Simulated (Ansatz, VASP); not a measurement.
# YAlS3 in VASP and in Ansatz

File INCAR:

```
SYSTEM = YAlS3
PREC     = Accurate       ! precision mode
ENCUT    = 520            ! plane-wave cutoff, eV
EDIFF    = 1E-7           ! SCF threshold, eV
ISMEAR   = 0              ! smearing method
SIGMA    = 0.05           ! smearing width, eV
LREAL    = .FALSE.        ! projectors in reciprocal space
LASPH    = .TRUE.         ! aspherical terms in the spheres
NELM     = 100            ! most SCF steps
ALGO     = Fast           ! electronic algorithm
ISIF     = 2              ! what is computed and relaxed
LWAVE    = .FALSE.        ! write WAVECAR
LCHARG   = .FALSE.        ! write CHGCAR
GGA      = PS             ! functional
NBANDS   = 24             ! bands
```

KPOINTS

```
regular mesh
0
G
  4 4 4
  0 0 0
```

File POSCAR:

```
YAlS3
1.0
    4.5758089329      0.0000000000      0.0000000000
    0.0000000000      4.5758089329      0.0000000000
    0.0000000000      0.0000000000      4.5758089329
Y Al S
1 1 3
Direct
    0.0000000000      0.0000000000      0.0000000000
    0.5000000000      0.5000000000      0.5000000000
    0.5000000000      0.5000000000      0.0000000000
    0.5000000000      0.0000000000      0.5000000000
    0.0000000000      0.5000000000      0.5000000000
```

Input for Ansatz:

```yaml
crystal:
  lattice:
    - [4.5758089329, 0.0, 0.0]
    - [0.0, 4.5758089329, 0.0]
    - [0.0, 0.0, 4.5758089329]
  atoms:
    - { symbol: "Y", position: [0.0, 0.0, 0.0] }
    - { symbol: Al, position: [0.5, 0.5, 0.5] }
    - { symbol: S, position: [0.5, 0.5, 0.0] }
    - { symbol: S, position: [0.5, 0.0, 0.5] }
    - { symbol: S, position: [0.0, 0.5, 0.5] }
basis:
  ecutwfc: 420
kpoints:
  mp_grid: { grid: [4, 4, 4] }
hamiltonian:
  xc: pbesol
scf:
  occupations: { method: gaussian, width: 0.05 }
output:
  forces: true
  stress: true
  eigenvalues: true
```

The cell comes from a database or a generator and needn't be the stable form of this composition.

Alike in both runs: task single point; functional PBEsol; k mesh 4 × 4 × 4; occupations gaussian, width 0.05 eV; no spin polarisation.

|  | VASP | Ansatz |
| --- | --- | --- |
| version | VASP 6.6.1 | Ansatz 0.2.0 |
| potentials or method | VASP PAW PBE potentials, release 64 (Y_sv, Al, S) | scalar-relativistic, plane waves, PAW |
| plane-wave cutoff (eV) | 520 | 420 |
| valence electrons in the cell | 32 | 32 |

```csv
,VASP,Ansatz,Ansatz less VASP
gap on the k mesh at the Fermi level (eV),none,none,-
pressure (GPa),0.0,0.0,+0.02
```

A gap of «none» marks a metal or a gap that the smearing closes. The functional is the same, so the differences come from potentials, cutoffs and numerics.

Caveats: the PAW data sets were made with another functional, which shifts forces and pressure a little (VASP).
